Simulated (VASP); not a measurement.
Data:

```
P
1.0
    1.64075    -5.51056     0.00000
    1.64075     5.51056     0.00000
    0.00000     0.00000     4.49785
P
4
Direct
  0.09508   0.90492   0.91378
  0.40492   0.59508   0.41378
  0.59508   0.40492   0.58622
  0.90492   0.09508   0.08622
```

Method: PBE GGA, VASP's PBE PAW potentials (set 64) (plane waves; VASP 6.6.1). Run with 520 eV cut-off, 7×7×5 Γ-centred mesh, Gaussian smearing of 0.050 eV, potentials P.

Without a dispersion term in the relaxation, distances and binding between the weakly bound layers, chains or molecules are unreliable, and so is what depends on them.

**Question.** The ions and cell shape at fixed volume are relaxed. Predict the relaxed structure.

**Answer.** 
```
P
1.0
    1.65712    -5.47612     0.00000
    1.65712     5.47612     0.00000
    0.00000     0.00000     4.48142
P
4
Direct
  0.09696   0.90304   0.91598
  0.40304   0.59696   0.41598
  0.59696   0.40304   0.58402
  0.90304   0.09696   0.08402
```
Space group Cmce (64), at a tolerance of 0.03 Å.

**Question.** How much energy does the relaxation gain?

**Answer.** The energy (σ→0) changes by -3.2 meV/atom, in 8 ionic steps.

| step | E(σ→0) (eV) | max force (eV/Å) | pressure (GPa) | volume (Å³) |
|---|---|---|---|---|
| 1 | -21.4829 | 0.251 | 2.28 | 81.33 |
| 2 | -21.4920 | 0.107 | 1.38 | 81.33 |
| 3 | -21.4937 | 0.104 | 0.78 | 81.33 |
| 4 | -21.4953 | 0.036 | 0.50 | 81.33 |
| 5 | -21.4953 | 0.021 | 0.54 | 81.33 |
| 6 | -21.4956 | 0.018 | 0.50 | 81.33 |
| 7 | -21.4956 | 0.010 | 0.51 | 81.33 |
| 8 | -21.4957 | 0.007 | 0.51 | 81.33 |

The compound is P in the black structure. This cell is one point of a volume scan, at 0.97 of the reference volume. Symmetry was kept, so distortions that lower it aren't found.
